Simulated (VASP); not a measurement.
OSZICAR of a VASP run on GaN (wurtzite):

**OSZICAR**
```
       N       E                     dE             d eps       ncg     rms          rms(c)
DAV:   1     0.414563956856E+03    0.41456E+03   -0.19763E+04   930   0.273E+03
DAV:   2     0.339780455938E+02   -0.38059E+03   -0.37241E+03  1028   0.637E+02
DAV:   3    -0.256086107428E+02   -0.59587E+02   -0.58932E+02  1142   0.297E+02
DAV:   4    -0.282941802268E+02   -0.26856E+01   -0.26749E+01  1350   0.729E+01
DAV:   5    -0.283364036004E+02   -0.42223E-01   -0.42204E-01  1208   0.879E+00    0.155E+01
DAV:   6    -0.242232686740E+02    0.41131E+01   -0.15999E+01  1828   0.710E+01    0.704E+00
DAV:   7    -0.243081055676E+02   -0.84837E-01   -0.14030E+00  1228   0.158E+01    0.463E+00
DAV:   8    -0.243158255787E+02   -0.77200E-02   -0.28194E-01  1530   0.104E+01    0.131E+00
DAV:   9    -0.242920925201E+02    0.23733E-01   -0.12091E-01  1534   0.788E+00    0.116E-01
DAV:  10    -0.242929194962E+02   -0.82698E-03   -0.70907E-03  1404   0.132E+00    0.436E-02
DAV:  11    -0.242929940913E+02   -0.74595E-04   -0.32658E-04  1388   0.336E-01    0.126E-02
DAV:  12    -0.242929976886E+02   -0.35974E-05   -0.32934E-05  1414   0.122E-01    0.603E-03
DAV:  13    -0.242929971234E+02    0.56522E-06   -0.49525E-06  1306   0.570E-02    0.330E-03
DAV:  14    -0.242929969849E+02    0.13853E-06   -0.19591E-06  1620   0.185E-02    0.183E-03
DAV:  15    -0.242929969661E+02    0.18825E-07   -0.18568E-07  1414   0.626E-03    0.824E-04
DAV:  16    -0.242929969940E+02   -0.27924E-07   -0.25335E-08  1010   0.225E-03    0.179E-04
DAV:  17    -0.242929969927E+02    0.12742E-08   -0.27952E-09   738   0.132E-03
   1 F= -.24292997E+02 E0= -.24292997E+02  d E =-.329119E-50
```

Q: Which electronic solver shows in the log?

A: It is blocked Davidson (ALGO = Normal, or the opening steps of other solvers). The INCAR had ALGO = Normal.

Q: Can the final energy be trusted as converged?

A: The run converged. It stopped with EDIFF = 1E-8, NELM = 100 (PBE GGA, plane waves, VASP's PBE PAW potentials (set 64)).

The compound is GaN in the wurtzite structure. The cell was not relaxed at this level.
